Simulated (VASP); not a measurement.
# InSb3: relaxation of cell and atoms with PBE

The system is InSb3.

```xyz
4
Lattice="0.0000 3.7279 3.7279 3.7279 0.0000 3.7279 3.7279 3.7279 0.0000" Properties=species:S:1:pos:R:3 pbc="T T T"
In    0.0000    0.0000    0.0000
Sb    1.8640    1.8640    1.8640
Sb    5.5919    5.5919    5.5919
Sb    3.7279    3.7279    3.7279
```

The cell comes from a database or a generator and needn't be the stable form of this composition.

| Quantity | Value |
| --- | --- |
| Program | VASP 6.6.1 |
| Task | relaxation of cell and atoms |
| Functional | PBE |
| Potentials or basis | VASP PAW PBE potentials, release 64 (In_d, Sb) |
| Cutoff | 600 eV |
| k mesh | 10 × 10 × 10 |
| Occupations | gaussian, width 0.1 eV |
| Spin | no spin polarisation |
| Dipole correction | no |
| Further INCAR settings | ALGO = Fast; EDIFF = 1e-07; IBRION = 2; EDIFFG = -0.005; NSW = 70; ISIF = 3 |

```
Relaxed volume                         : 27.20 Å³/atom
Relaxed cell                           : a = 5.358 Å, b = 5.358 Å, c = 5.358 Å, α = 60.00°, β = 60.00°, γ = 60.00°
Space group after relaxing (to 0.05 Å) : Fm-3m (No. 225)
Energy gained by relaxing              : 11.3 meV/atom
Ionic steps                            : 3
Pressure after relaxing                : 0.0 GPa
```

The path:
| step | energy change (eV) | largest force (eV/Å) | pressure (GPa) | volume (Å³) |
| --- | --- | --- | --- | --- |
| 1 | 0.0000 | 0.0000 | 2.93 | 103.62 |
| 2 | -0.0387 | 0.0000 | -0.96 | 110.89 |
| 3 | -0.0452 | 0.0000 | 0.01 | 108.79 |

Final structure:
```xyz
4
Lattice="0.0000 3.7890 3.7890 3.7890 0.0000 3.7890 3.7890 3.7890 0.0000" Properties=species:S:1:pos:R:3 pbc="T T T"
In    0.0000    0.0000    0.0000
Sb    1.8945    1.8945    1.8945
Sb    5.6834    5.6834    5.6834
Sb    3.7890    3.7890    3.7890
```

Levels at points of the mesh, in eV from the Fermi level:
```
           k point  band 12  band 13  band 14  band 15  band 16  band 17
(0.00, 0.00, 0.00)    -2.36    -2.36    -2.36    -2.29    -0.68    -0.68
(0.50, 0.00, 0.00)    -2.60    -2.60    -0.22    -0.06     1.95     1.95
(0.50, 0.50, 0.00)     0.38     0.91     0.91     1.27     1.73     1.84
```

Run time: 2.8 min on 1 thread of Intel(R) Xeon(R) 6975P-C (Granite Rapids), with other jobs on the host, peak memory 0.34 GiB.

Caveat: the bands computed are all filled at some k points, so no gap is given. The run has no spin-orbit coupling, so splittings on Sb are missing.
